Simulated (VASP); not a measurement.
These are optB86b-vdW, VASP's PBE PAW potentials (set 64) (plane waves; VASP) values and carry that method's errors.

A VASP calculation is set up with these files.

File POSCAR:
```
BN
1
    1.2758960887    -2.2099170716     0.0000000000
    1.2758960887     2.2099170716     0.0000000000
    0.0000000000    -0.0000000000     4.2215638635
B N
2 2
Direct
  0.6666670000   0.3333330000   0.5003184547
  0.3333330000   0.6666670000   0.0003184547
  0.6666670000   0.3333330000   0.8746815453
  0.3333330000   0.6666670000   0.3746815453
```

KPOINTS:
```
k-points along high-symmetry lines
10
Line-mode
Reciprocal
  0.000000   0.000000   0.000000 ! GAMMA
 -0.000000   0.500000   0.000000 ! M

 -0.000000   0.500000   0.000000 ! M
 -0.333333   0.666667   0.000000 ! K

 -0.333333   0.666667   0.000000 ! K
  0.000000   0.000000   0.000000 ! GAMMA

  0.000000   0.000000   0.000000 ! GAMMA
  0.000000   0.000000   0.500000 ! A

  0.000000   0.000000   0.500000 ! A
 -0.000000   0.500000   0.500000 ! L

 -0.000000   0.500000   0.500000 ! L
 -0.333333   0.666667   0.500000 ! H

 -0.333333   0.666667   0.500000 ! H
  0.000000   0.000000   0.500000 ! A

 -0.000000   0.500000   0.500000 ! L
 -0.000000   0.500000   0.000000 ! M

 -0.333333   0.666667   0.500000 ! H
 -0.333333   0.666667   0.000000 ! K
```

### INCAR
```
ALGO = Normal   ! blocked Davidson
SYSTEM = BN
LWAVE = .False.
LASPH = .True.
ICHARG = 11   ! fixed density
PREC = Accurate
NELM = 100   ! most electronic steps
LORBIT = 11
ISMEAR = 0   ! Gaussian
LUSE_VDW = .True.
SIGMA = 0.05   ! width (eV)
AGGAC = 0.0
EDIFF = 1E-7   ! SCF stop (eV)
PARAM2 = 1.0
LREAL = .False.
PARAM1 = 0.1234
ENCUT = 520   ! plane-wave cut-off (eV)
GGA = MK
LCHARG = .False.
```

POTCAR, in this order: B N (PBE.64 set). Program: vasp_std. Read from the step before: CHGCAR.

Problem. What will the output report for the number of irreducible k-points (NKPTS), largest plane-wave count, number of space-group operations, FFT grid (NGX, NGY, NGZ)?

Solution. 
```json
{
  "number of irreducible k-points (NKPTS)": "90",
  "largest_plane_wave_count": "660",
  "number_of_space_group_operations": "12",
  "FFT grid (NGX, NGY, NGZ)": "20 × 20 × 32"
}
```

The compound is BN in the wurtzite structure, a metastable high-pressure form. It was relaxed first.
